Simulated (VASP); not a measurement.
CaI, 2 atoms in the cell. The structure is hexagonal, space group P-6m2 (No. 187). The conventional cell has a = 4.017 Å, b = 4.017 Å, c = 4.876 Å, α = 90.00°, β = 90.00°, γ = 120.00°. Ca (site symmetry -6m2) has 6 I at 3.37 Å as nearest neighbours. Around I (site symmetry -6m2) lie 6 Ca at 3.37 Å. The cell comes from a database or a generator and needn't be the stable form of this composition.

```yaml
Program: VASP 6.6.1
Task: single point
Functional: PBE
Potentials_or_basis: VASP PAW PBE potentials, release 64 (Ca_sv, I)
Cutoff: 520 eV
k_mesh: 15 × 15 × 12
Occupations: gaussian, width 0.15 eV
Spin: no spin polarisation
Dipole_correction: no
Further_INCAR_settings: ALGO = Fast; EDIFF = 1e-06; NBANDS = 16
```

Potentials or basis: VASP PAW PBE potentials, release 64 (Ca_sv, I).

Run with:

```console
$ cat potpaw_PBE.64/Ca_sv/POTCAR potpaw_PBE.64/I/POTCAR > POTCAR
$ mpirun -np 1 vasp_std > vasp.out
```

Hardware: 1 thread of Intel(R) Xeon(R) 6975P-C (Granite Rapids), with other jobs on the host.

Question: Estimate the wall time of this run.

Answer: It took 75 s on 1 thread of Intel(R) Xeon(R) 6975P-C (Granite Rapids), on a shared host, peak memory 0.34 GiB. Counts: scf iterations 13, k points 189.
